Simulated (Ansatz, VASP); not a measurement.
## Cross-check of Ir (Ir(100)) between VASP and Ansatz

One calculation is typed for both programs; each brings its own data sets and cutoff. How far apart do they land? The structure shown is the end of the VASP relaxation below.

Method: plane waves, with VASP 6.6.1 beside it; single point at PBEsol, in Ansatz 0.2.0.

### 1. Starting point

The cell holds 7 atoms: 7 Ir. Its edges and angles: a = 2.711 Å, b = 2.711 Å, c = 26.500 Å, α = 90.0°, β = 90.0°, γ = 90.0°. It derives from Ir. As first built, before any earlier steps moved the atoms (in the runner's words): 7 layers of fcc Ir, cut at this functional's lattice. Vacuum lies along c.

As a file:

```cif
data_structure
_symmetry_space_group_name_H-M 'P 1'
_symmetry_Int_Tables_number 1
_cell_length_a 2.7105
_cell_length_b 2.7105
_cell_length_c 26.4998
_cell_angle_alpha 90.000
_cell_angle_beta 90.000
_cell_angle_gamma 90.000
_cell_volume 194.70
loop_
_atom_site_label
_atom_site_type_symbol
_atom_site_fract_x
_atom_site_fract_y
_atom_site_fract_z
_atom_site_occupancy
Ir1 Ir 0.00000 0.00000 0.28606 1
Ir2 Ir 0.50000 0.50000 0.35467 1
Ir3 Ir 0.00000 0.00000 0.42766 1
Ir4 Ir 0.50000 0.50000 0.50000 1
Ir5 Ir 0.00000 0.00000 0.57234 1
Ir6 Ir 0.50000 0.50000 0.64533 1
Ir7 Ir 0.00000 0.00000 0.71394 1
```

### 2. VASP: relaxation, PBEsol

This run makes the geometry at which the two programs are then compared.

Lines of VASP's logs that name or quote its potential files are left out, and so is its time.

The input, INCAR:

```
SYSTEM = Ir
PREC = Normal
ENCUT = 320
EDIFF = 1E-05
NELM = 120
ISMEAR = 1
SIGMA = 0.15
LREAL = .FALSE.
ALGO = Fast
GGA = PS
NBANDS = 39
LASPH = .TRUE.
LORBIT = 11
LWAVE = .FALSE.
LCHARG = .FALSE.
KPAR = 4
IBRION = 2
NSW = 40
ISIF = 2
EDIFFG = -0.03
POTIM = 0.4
MAXMIX = 40
```

The input, POSCAR:

```
Ir
1.0
    2.7105403918      0.0000000000      0.0000000000
    0.0000000000      2.7105403918      0.0000000000
    0.0000000000      0.0000000000     26.4998489502
Ir
7
Direct
    0.0000000000      0.0000000000      0.2830204800
    0.5000000000      0.5000000000      0.3553469900
    0.0000000000      0.0000000000      0.4276734900
    0.5000000000      0.5000000000      0.5000000000
    0.0000000000      0.0000000000      0.5723265100
    0.5000000000      0.5000000000      0.6446530100
    0.0000000000      0.0000000000      0.7169795200
```

The input, KPOINTS:

```
Automatic mesh
0
Gamma
11 11 1
0 0 0
```

PAW data sets: Ir (PBE family, release 64).

The run is started by

```console
> mpirun -np 4 vasp_std
```

Numbers of over 12 decimals in the logs are rounded to 6 here.

Output:

```text
[banner, memory and clock lines left out]
running    4 mpi-ranks, on    1 nodes
 distrk:  each k-point on    1 cores,    4 groups
 distr:  one band on    1 cores,    1 groups

 POSCAR found type information on POSCAR Ir
 POSCAR found :  1 types and       7 ions
|                                                                             |
|               ----> ADVICE to this user running VASP <----                  |
|                                                                             |
|     You enforced a specific xc type in the INCAR file but a different       |
|     [... a line on the potential file left out ...]
|     I HOPE YOU KNOW WHAT YOU ARE DOING!                                     |
|                                                                             |

 LDA part: xc-table for (Slater+PW92), standard interpolation
 POSCAR, INCAR and KPOINTS ok, starting setup
 FFT: planning ... GRIDC
 FFT: planning ... GRID_SOFT
 FFT: planning ... GRID
 WAVECAR not read
 entering main loop
       N       E                     dE             d eps       ncg     rms          rms(c)
DAV:   1     0.488970818585E+03    0.48897E+03   -0.20839E+04  1638   0.997E+02
DAV:   2    -0.273900643846E+02   -0.51636E+03   -0.48375E+03  1709   0.394E+02
DAV:   3    -0.678173065446E+02   -0.40427E+02   -0.36614E+02  2301   0.974E+01
DAV:   4    -0.699295105815E+02   -0.21122E+01   -0.20472E+01  2063   0.233E+01
DAV:   5    -0.700184836934E+02   -0.88973E-01   -0.88248E-01  2416   0.373E+00    0.381E+01
RMM:   6    -0.718605118435E+02   -0.18420E+01   -0.11460E+01  1703   0.221E+01    0.329E+01
RMM:   7    -0.975372061010E+02   -0.25677E+02   -0.58273E+01  2348   0.316E+01    0.433E+01
RMM:   8    -0.845863473511E+02    0.12951E+02   -0.18540E+01  1883   0.186E+01    0.275E+01
RMM:   9    -0.787367932790E+02    0.58496E+01   -0.31943E+01  2156   0.299E+01    0.252E+01
RMM:  10    -0.655911033436E+02    0.13146E+02   -0.75377E+00  1798   0.125E+01    0.892E+00
RMM:  11    -0.657696073060E+02   -0.17850E+00   -0.21614E+00  1858   0.642E+00    0.673E+00
RMM:  12    -0.656898482657E+02    0.79759E-01   -0.56368E-01  1927   0.327E+00    0.545E+00
RMM:  13    -0.655724519811E+02    0.11740E+00   -0.22583E-01  2016   0.151E+00    0.304E+00
RMM:  14    -0.655585308006E+02    0.13921E-01   -0.55400E-02  1953   0.976E-01    0.135E+00
RMM:  15    -0.655520512944E+02    0.64795E-02   -0.65498E-02  1971   0.817E-01    0.169E+00
RMM:  16    -0.655446647835E+02    0.73865E-02   -0.82801E-03  1765   0.532E-01    0.708E-01
RMM:  17    -0.655442278742E+02    0.43691E-03   -0.53713E-03  1776   0.301E-01    0.271E-01
RMM:  18    -0.655437894333E+02    0.43844E-03   -0.13615E-03  1890   0.198E-01    0.171E-01
RMM:  19    -0.655437534222E+02    0.36011E-04   -0.52101E-04  1910   0.108E-01    0.357E-02
RMM:  20    -0.655437615609E+02   -0.81387E-05   -0.19112E-04  1881   0.482E-02    0.399E-02
RMM:  21    -0.655437680153E+02   -0.64544E-05   -0.29638E-05  1098   0.264E-02
   1 F= -.65543768E+02 E0= -.65540162E+02  d E =-.655438E+02
[... from here on, the cycles between the ionic steps are left out ...]
   2 F= -.65642908E+02 E0= -.65639577E+02  d E =-.991400E-01
   3 F= -.65646625E+02 E0= -.65643409E+02  d E =-.102857E+00
   4 F= -.65649612E+02 E0= -.65646280E+02  d E =-.298706E-02
   5 F= -.65650153E+02 E0= -.65646760E+02  d E =-.352790E-02
   6 F= -.65651357E+02 E0= -.65647941E+02  d E =-.120430E-02
   7 F= -.65653555E+02 E0= -.65650124E+02  d E =-.340180E-02
   8 F= -.65652025E+02 E0= -.65648558E+02  d E =-.187185E-02
 curvature:   6.50 expect dE= 0.716E-02 dE for cont linesearch  0.313E-02
 ZBRENT: bracketing found
 ZBRENT: interpolating
 opt :   6.6851  next Energy=   -65.653942 (dE=-0.379E-02)
 bond charge predicted
       N       E                     dE             d eps       ncg     rms          rms(c)
DAV:   1    -0.656492549938E+02    0.27615E-02   -0.46916E+00  1638   0.874E+00    0.369E-01
RMM:   2    -0.656530088064E+02   -0.37538E-02   -0.36074E-02  1658   0.167E+00    0.207E-01
RMM:   3    -0.656537592974E+02   -0.75049E-03   -0.96811E-03  1736   0.596E-01    0.963E-02
RMM:   4    -0.656539404116E+02   -0.18111E-03   -0.31284E-03  2271   0.270E-01    0.562E-02
RMM:   5    -0.656539577781E+02   -0.17367E-04   -0.82023E-05  1472   0.432E-02    0.460E-02
RMM:   6    -0.656539536915E+02    0.40866E-05   -0.20998E-05  1016   0.220E-02
   9 F= -.65653954E+02 E0= -.65650523E+02  d E =-.380080E-02
 curvature:  -0.81 expect dE=-0.788E-04 dE for cont linesearch -0.182E-05
 trial: gam= 0.13049 g(F)=  0.976E-04 g(S)=  0.000E+00 ort = 0.552E-04 (trialstep = 0.227E+01)
 search vector abs. value=  0.135E-03
 reached required accuracy - stopping structural energy minimisation
```

Parts of OUTCAR (step 2):

```text
ion  position               nearest neighbor table
   1  0.000  0.000  0.283-   2 2.71   2 2.71   2 2.71   2 2.71
   2  0.500  0.500  0.355-   3 2.71   3 2.71   3 2.71   3 2.71   1 2.71   1 2.71   1 2.71   1 2.71

  LATTYP: Found a simple tetragonal cell.
 ALAT       =     2.7105403918
 C/A-ratio  =     9.7765925313

 Subroutine GETGRP returns: Found 16 space group operations
 (whereof 16 operations were pure point group operations)

The static configuration has the point symmetry D_4h.

 Found     21 irreducible k-points:

   k-points           NKPTS =     21   k-points in BZ     NKDIM =     21   number of bands    NBANDS=     39

   dimension x,y,z NGX =    12 NGY =   12 NGZ =  120
   dimension x,y,z NGXF=    24 NGYF=   24 NGZF=  240

   ENCUT  =  320.0 eV  23.52 Ry    4.85 a.u.   3.95  3.95 38.65*2*pi/ulx,y,z

   NELECT =      63.0000    total number of electrons

 k-points in reciprocal lattice and weights: Automatic mesh
   0.00000000  0.00000000  0.00000000       0.008
   0.09090909  0.00000000  0.00000000       0.033
   0.18181818  0.00000000  0.00000000       0.033
   0.27272727  0.00000000  0.00000000       0.033
   0.36363636  0.00000000  0.00000000       0.033
   0.45454545  0.00000000  0.00000000       0.033
   0.09090909  0.09090909  0.00000000       0.033
   0.18181818  0.09090909  0.00000000       0.066
   0.27272727  0.09090909  0.00000000       0.066
[...]
0.45454545  0.36363636  0.00000000       0.066
   0.45454545  0.45454545  0.00000000       0.033

 average (electrostatic) potential at core
       1 -55.7712       2 -56.5929       3 -56.4236       4 -56.4755       5 -56.4236
       6 -56.5929       7 -55.7712

 E-fermi :   2.3462

 k-point     1 :       0.0000    0.0000    0.0000
  band No.  band energies     occupation
    ...
     29       1.4321      2.00000
     30       1.6213      2.00000
     31       1.8049      2.00000
     32       2.1137      2.05080
     33       2.1137      2.05080
     34       2.3966      0.46486
     35       2.9309     -0.00000
     36       3.1455     -0.00000
     37       3.1455     -0.00000
     38       3.3401     -0.00000
    ...

 k-point     2 :       0.0909    0.0000    0.0000
  band No.  band energies     occupation
    ...
     30       1.3842      2.00000
     31       1.7337      2.00000
     32       1.8719      2.00007
     33       2.1868      2.06092
     34       2.2441      1.90556
     35       2.5008     -0.05607
     36       2.7100     -0.00321
     37       3.1560     -0.00000
     38       3.1739     -0.00000
     39       3.3044     -0.00000

 k-point     3 :       0.1818    0.0000    0.0000
  band No.  band energies     occupation
    ...
     30       1.3321      2.00000
     31       1.4831      2.00000
     32       1.5186      2.00000
     33       1.6020      2.00000
     34       2.2526      1.86068
     35       2.5026     -0.05808
     36       2.7562     -0.00077
     37       2.8966     -0.00000
     38       3.3046     -0.00000
     39       3.6267     -0.00000

  Total       -3.8382182     -3.8382182     -0.4356076      0.0000000      0.0000000     -0.0000000
  in kB      -31.5853052    -31.5853052     -3.5846835      0.0000000      0.0000000     -0.0000000
  external PRESSURE =     -22.2517647 kB  Pullay stress =       0.0000000 kB

  energy-cutoff  :      320.00
  volume of cell :      194.70
      direct lattice vectors                 reciprocal lattice vectors
     2.710540392  0.000000000  0.000000000     0.368930123  0.000000000  0.000000000
     0.000000000  2.710540392  0.000000000     0.000000000  0.368930123  0.000000000
     0.000000000  0.000000000 26.499848950     0.000000000  0.000000000  0.037736064

 POSITION                                       TOTAL-FORCE (eV/Angst)
 -----------------------------------------------------------------------------------
      0.00000      0.00000      7.58046        -0.000000      0.000000      0.028991
      1.35527      1.35527      9.39878         0.000000      0.000000     -0.009048
      0.00000      0.00000     11.33297        -0.000000      0.000000     -0.018513
      1.35527      1.35527     13.24992         0.000000      0.000000     -0.000000
      0.00000      0.00000     15.16688         0.000000      0.000000      0.018513
      1.35527      1.35527     17.10107         0.000000      0.000000      0.009048
      0.00000      0.00000     18.91939         0.000000     -0.000000     -0.028991
 -----------------------------------------------------------------------------------
    total drift:                                0.000000      0.000000      0.000000

  FREE ENERGIE OF THE ION-ELECTRON SYSTEM (eV)
  ---------------------------------------------------
  free  energy   TOTEN  =       -65.6539536915 eV

  energy  without entropy=      -65.6436618424  energy(sigma->0) =      -65.65052308

 reached required accuracy - stopping structural energy minimisation

 total charge
# of ion       s       p       d       tot
------------------------------------------
    1        0.664   0.546   6.954   8.165
    2        0.683   0.771   6.967   8.422
    3        0.674   0.745   6.971   8.390
    4        0.676   0.750   6.968   8.394
    5        0.674   0.745   6.971   8.390
    6        0.683   0.771   6.967   8.422
    7        0.664   0.546   6.954   8.165
--------------------------------------------------
tot          4.719   4.876  48.752  58.347

[... 3 further parts left out ...]
```

CONTCAR:

```
Ir
   1.00000000000000
     2.7105403917999999    0.0000000000000000    0.0000000000000000
     0.0000000000000000    2.7105403917999999    0.0000000000000000
     0.0000000000000000    0.0000000000000000   26.4998489502000005
  Ir
     7
Direct
     0.0000000000000000    0.0000000000000000    0.2860566654458002
     0.5000000000000000    0.5000000000000000    0.3546730985703769
     0.0000000000000000    0.0000000000000000    0.4276615414641041
     0.5000000000000000    0.5000000000000000    0.5000000000000000
     0.0000000000000000    0.0000000000000000    0.5723384585358958
     0.5000000000000000    0.5000000000000000    0.6453269014296230
     0.0000000000000000    0.0000000000000000    0.7139433345541998
```

This run has no spin polarisation. Its electron count is odd, so without a moment it is a metal by construction.

### 3. Ansatz: single point, PBEsol

Ansatz runs on its default PAW (the set named soft_2) files.

The same cell, functional, mesh and smearing now go to Ansatz, which takes its cutoff from its data sets.

The input, input.yaml:

```yaml
crystal:
  lattice:
    - [2.71054039, 0.0, 0.0]
    - [0.0, 2.71054039, 0.0]
    - [0.0, 0.0, 26.49984895]
  atoms:
    - { symbol: Ir, position: [0.0, 0.0, 0.28605667] }
    - { symbol: Ir, position: [0.5, 0.5, 0.3546731] }
    - { symbol: Ir, position: [0.0, 0.0, 0.42766154] }
    - { symbol: Ir, position: [0.5, 0.5, 0.5] }
    - { symbol: Ir, position: [0.0, 0.0, 0.57233846] }
    - { symbol: Ir, position: [0.5, 0.5, 0.6453269] }
    - { symbol: Ir, position: [0.0, 0.0, 0.71394333] }
hamiltonian:
  xc: pbesol
  pseudopotentials: { kind: paw }
kpoints:
  mp_grid: { grid: [11, 11, 1] }
scf:
  occupations: { method: methfessel_paxton, width: 0.15 }
  n_extra_bands: 5
output:
  forces: true
  eigenvalues: true
```

The run is started by

```console
> ansatz run input.yaml --threads 4 --pin off --max-ram 9216MiB --backend cpu --events-out ev --progress --plain --runs-dir out
```

Output:

```text
scf.n_extra_bands = 5 over 60 filled bands (N_el = 119.0): the run solves 65 bands
Engine: ansatz 0.2.0, aarch64-unknown-linux-gnu
Pseudopotentials: kind: paw
Pseudopotential: Ir, paw, valence charge 17, recommended cutoff 420 eV (normal), Ir.paw.azcp
Functional definition: PBEsol
  exchange = pbesol_x
  correlation = pbesol_c
Crystal: 7 atoms, lattice volume = 194.695 Å³
Basis set: ecut = 420 eV, 3885 PW (Γ), exchange–correlation on 40×40×360 points (8 copies of the dense FFT grid, shifted against one another)
Bands: 65, of which v1, the nominal top of the filled ones, is band 60 counted from 1 (59 counted from 0)
Symmetry: 16 space group operations
Space group: P4/mmm (ITA 123), of the structure as read, at distance tolerance 5.8e-5 Å
k-points: 21 of 121
Non-local potential: Ir, projectors of the file, l = 0: 3, l = 1: 2, l = 2: 2, l = 3: 1
PAW form: soft (Blöchl's): semilocal exchange-correlation on the pseudo side does not see the compensation charge
PAW frozen core: Ir, regenerated for the run's functional, and the local potential with it (the file was generated under x = pbe(κ = 0.804, μ = 0.219515), c = pbe(β = 0.066725))
PAW one-centre angular grid: Ir, 590 points (default); XC on 64 Gauss nodes
Initial density: superposition of atomic densities (neutral atoms: chi_scale 0, normalization atom), corrected by the library's trained network
Initial wavefunctions: pseudopotential atomic-orbital guess
Functional: x = pbesol(κ = 0.804, μ = 0.123457), c = pbesol(β = 0.046)
SCF iter   1: F=—  HF=-82590.286516 eV  |F-HF|=—  |Δ(HF+E_count)|=         —  Δρ=1.55e-2  dr2=8.79e0  ethr=1.77e-3  ⟨swp⟩=7.3  Hψ=6132  notcnv=0
preconditioner: auto → LDOS  [metal: Δε(μ)=0.026 eV  Ē_g=4.773 eV  σ=0.150 eV  W_gap=0.14  n_scr=56 (ndim 8)  ℏωp=21.1 eV  f_vac=0.448  D(μ)=7.63/eV (n_scr^D=66)  β→1.0]
SCF iter   2: F=—  HF=-82590.141789 eV  |F-HF|=—  |Δ(HF+E_count)|=   1.45e-1  S|Δr|=    0.00e0  Δρ=4.19e-3  dr2=4.47e-2  ethr=1.77e-3  ⟨swp⟩=2.0  Hψ=1727  notcnv=0  defer=1
SCF iter   3: F=—  HF=-82590.140769 eV  |F-HF|=—  |Δ(HF+E_count)|=   1.02e-3  S|Δr|=    0.00e0  Δρ=2.08e-3  dr2=1.91e-2  ethr=3.76e-5  ⟨swp⟩=3.2  Hψ=2779  notcnv=0  defer=1
SCF iter   4: F=—  HF=-82590.137365 eV  |F-HF|=—  |Δ(HF+E_count)|=   3.40e-3  S|Δr|=    0.00e0  Δρ=5.08e-4  dr2=7.38e-4  ethr=1.60e-5  ⟨swp⟩=2.2  Hψ=2081  notcnv=0  defer=1
SCF iter   5: F=—  HF=-82590.137262 eV  |F-HF|=—  |Δ(HF+E_count)|=   1.03e-4  S|Δr|=    0.00e0  Δρ=1.84e-4  dr2=3.04e-4  ethr=6.20e-7  ⟨swp⟩=3.0  Hψ=2753  notcnv=0  defer=1
SCF iter   6: F=—  HF=-82590.137239 eV  |F-HF|=—  |Δ(HF+E_count)|=   2.34e-5  S|Δr|=    0.00e0  Δρ=1.23e-4  dr2=6.49e-5  ethr=2.55e-7  ⟨swp⟩=2.0  Hψ=1998  notcnv=0  defer=1
SCF iter   7: F=—  HF=-82590.137190 eV  |F-HF|=—  |Δ(HF+E_count)|=   4.89e-5  S|Δr|=    0.00e0  Δρ=3.02e-5  dr2=3.59e-6  ethr=5.46e-8  ⟨swp⟩=2.5  Hψ=1902  notcnv=0
SCF iter   8: F=—  HF=-82590.137190 eV  |F-HF|=—  |Δ(HF+E_count)|=   2.10e-7  S|Δr|=    0.00e0  Δρ=6.25e-6  dr2=1.86e-7  ethr=3.02e-9  ⟨swp⟩=3.1  Hψ=2492  notcnv=0
SCF iter   9: F=-82590.137190 eV  HF=-82590.137190 eV  |F-HF|=1.92e-9  |Δ(HF+E_count)|=   9.08e-8  S|Δr|=    0.00e0  Δρ=3.28e-6  dr2=2.87e-8  ethr=8.40e-11  ⟨swp⟩=8.0  Hψ=5978  notcnv=0
SCF 1 converged in 9 iterations: F = -82590.137190 eV  dr2 = 2.87e-8
  greatest PAW one-centre occupation: 1.000 electrons in one spin orbital (limit 2), on the Ir atom at site 5 (counted from 0), in its partial waves of l = 0
SCF converged after 9 iterations
Stability not checked: this state was not tested for a lower state beside it, because cold or Methfessel-Paxton smearing, or corrected tetrahedra, fill the levels in a way that the test cannot read (fill_not_monotonic; see scf.lower_state_search)
Free energy (F): -82590.137190 eV
Harris-Foulkes:  -82590.137190 eV  (|F-HF|=1.92e-9)
Internal energy: -82590.126949 eV  (E = F + TS)
E sigma→0 (E₀):  -82590.134630 eV
Entropy (-TS):   -0.010241 eV (-1.463 meV/atom)
Fermi energy:    10.189265 eV
--- Per-component energies (eV) ---
  E_band       = -2407.741125
  E_kinetic    = 4357.938575
  E_local      = -200248.664175  (includes V_loc(G=0)·N_el)
  E_nonlocal   = 532.782279
  E_hartree    = 98342.459745
  E_xc         = -1861.621419
  E_vxc        = -2092.678298  (∫ρ·V_xc dr)
  E_paw        = -63621.352028  (= ΣΔE_a)
  E_vpaw       = -1642.035037  (= ΣTr[D̂ρ^β])
  E_aug_tail   = 0.000381  (compensation charges beyond the density's cutoff)
  E_ewald      = 79906.472699
  E_core_change = 1.856994  (= ΣΔE_core)
  E_smearing   = -0.010241  (= −TS)
  E_closure    = 0.000000  (closes the sum)
  Σ components = -82590.137190   (vs F -82590.137190, Δ=0.00e0)
--- Forces (eV/Å), atoms counted from 1 ---
  atom   1  Ir     0.00000000     0.00000000     0.09318651
  atom   2  Ir     0.00000000     0.00000000    -0.03200156
  atom   3  Ir     0.00000000     0.00000000    -0.02573488
  atom   4  Ir     0.00000000     0.00000000     0.00000000
  atom   5  Ir     0.00000000     0.00000000     0.02573488
  atom   6  Ir     0.00000000     0.00000000     0.03200156
  atom   7  Ir     0.00000000     0.00000000    -0.09318651
  max |Σ_I F_I| component: 2.78e-17 eV/Å
--- Band table (eV; the first three rows and the last of 21) ---
  k-point 0: bands = [... 56 lower, 9.2798, 9.4546, 9.6522, 9.9547, 9.9547, 10.2430, 10.7812, 10.9943, ... 1 higher]
  k-point 1: bands = [... 56 lower, 9.0706, 9.2241, 9.5742, 9.7178, 10.0225, 10.0860, 10.3453, 10.5583, ... 1 higher]
  k-point 2: bands = [... 56 lower, 8.9867, 9.1714, 9.3226, 9.3598, 9.4372, 10.0973, 10.3496, 10.5944, ... 1 higher]
  k-point 20: bands = [... 56 lower, 11.0457, 11.4270, 11.4625, 11.5467, 11.5840, 12.0679, 12.1708, 12.4477, ... 1 higher]
```

Run time: 3.4 s. Hardware: 4 threads of Arm Neoverse V2, shared host; peak memory 0.68 GiB.

Reading the cycles: dr2 is the Hartree energy of the density residual (eV), the measure of convergence; HF is the Harris–Foulkes estimate of the energy, which meets the free energy F at convergence.

### 4. Side by side

Known differences besides the potentials themselves: the data sets hold 119 valence electrons in Ansatz (default PAW (the set named soft_2) files) and 63 in VASP; the cutoff is 420 eV in Ansatz and 320 eV in VASP (PREC = Normal); Ansatz makes its cores anew for this functional, VASP keeps those of its PBE data sets. Total energies have different zeros and are not compared.

At this near-relaxed geometry the largest component of a force difference is 64 meV/Å. VASP's last cycles still show a density residual of 5e-03, so its state may not be settled.

### 5. Further runs

Further runs change the set-up of one program: Ansatz's method, potentials or start, or VASP's data sets, cutoff or form of LDA. The table gives Ansatz less VASP for each quantity, since a change that brings one quantity closer may part another.

| run | r.m.s. force difference (meV/Å) |
| --- | --- |
| as above | 21 |
| cores kept as stored | 21 |
| Ansatz's larger PAW set (cutoff 740 eV) | 18 |
| norm-conserving potentials (cutoff 925 eV) | 30 |

### 6. Results

```json
{"r.m.s. force difference (single point, PBEsol)": "21 meV/Å"}
```

The r.m.s. force difference is 21 meV/Å (single point, PBEsol), beyond the 12 meV/Å picked in this series as the mark of a large difference. Single point, PBEsol, norm-conserving potentials (cutoff 925 eV): r.m.s. force difference goes from 21 to 30 meV/Å. How closely two codes agree says nothing of how well the functional describes the real material.

[Lines on the potential files, build, host, timing and source positions are cut from VASP's logs without a mark.]

[Logs are printed without paths, hosts, clocks, repeated set-up lines and the standing remarks that a program may print on its own settings, such as how far it seeks lower states.]

[Hosts, paths, dates, database ids (printed as entryN), source tags and the programs' standing remarks are cut or masked in the printed files.]
